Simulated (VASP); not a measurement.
An input for Ansatz (written as the equivalent of a VASP run, and not itself run):

Ansatz 0.2 input:
```yaml
crystal:
  lattice:
    - [4.0069559, 0.0000001, 0.0400696]
    - [-2.0034773, 3.4701247, -0.0200348]
    - [0.0263786, 0.0000000, 2.6378615]
  atoms:
    - { symbol: Ag, position: [0.0000000, 0.0000000, 0.0000000] }
    - { symbol: Si, position: [0.6666670, 0.3333330, 0.5000000] }
kpoints:
  mp_grid: { grid: [10, 10, 12] }
hamiltonian:
  xc: pbesol
  pseudopotentials: { kind: paw }
scf:
  occupations: { method: methfessel_paxton, width: 0.1 }
  max_iter: 100
relax:
  max_steps: 30
  f_tol: 0.01
output: { forces: true, stress: true, eigenvalues: true }
```

Write the VASP files for the same calculation (PBEsol).

One answer among several that fit: 
File KPOINTS:
```
Automatic mesh
0
Gamma
10 10 12
0 0 0
```

POSCAR:
```
SiAg
1
    4.0069559174     0.0000000905     0.0400695592
   -2.0034773075     3.4701247457    -0.0200347731
    0.0263786151    -0.0000000000     2.6378615084
Ag Si
1 1
Direct
  0.0000000000   0.0000000000   0.0000000000
  0.6666670000   0.3333330000   0.5000000000
```

**INCAR**
```
# general
SYSTEM   =  SiAg
PREC     =  Accurate
ENCUT    =  480
LREAL    =  .FALSE.
LASPH    =  .TRUE.

# electronic loop
EDIFF    =  1E-7
NELM     =  100
ALGO     =  Normal
LMAXMIX  =  4

# smearing
ISMEAR   =  1
SIGMA    =  0.1

# functional
GGA      =  PS

# ions
IBRION   =  2
NSW      =  30
ISIF     =  2
EDIFFG   =  -0.01

# output
LWAVE    =  .FALSE.
LCHARG   =  .FALSE.
```

POTCAR, in this order: Ag Si (PBE.64 set). Program: vasp_std.

The two are equivalent in intent, not identical: each code has its own PAW files, so the cut-off isn't converted (ENCUT is set for VASP's; basis.ecutwfc is left out, and Ansatz then takes the one that its files recommend); Ansatz stops its SCF on the density residual and VASP on the energy change (EDIFF).

The structure was generated: SiAg was put into the WC type (P-6m2), which need not be its known phase. This cell was strained or had an atom moved on purpose.
